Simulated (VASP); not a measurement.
```xyz
2
Lattice="0.0000 2.4925 2.4925 2.4925 0.0000 2.4925 2.4925 2.4925 0.0000" Properties=species:S:1:pos:R:3 pbc="T T T"
Sr     0.0000     0.0000     0.0000
O      2.4925     2.4925     2.4925
```

These are PBEsol GGA, VASP's PBE PAW potentials (set 64) (plane waves; VASP) values and carry that method's errors. Settings: 600 eV cut-off, 8×8×8 Γ-centred mesh, Gaussian smearing of 0.050 eV, potentials Sr_sv O.

Task: Predict the energy per atom (σ→0), pressure, band gap (on the k-mesh) with the smallest direct gap where there is one.

Result: 
```json
{
 "band gap (on the k-mesh)": "3.07 eV",
 "smallest direct gap (on the k-mesh)": "3.08 eV",
 "energy per atom (σ→0)": "-6.278 eV/atom",
 "pressure": "10.05 GPa"
}
```

The absolute energy has meaning only against runs of the same code, potentials and settings.

The compound is SrO in the rock salt structure. It was relaxed first under an external pressure of 10 GPa.
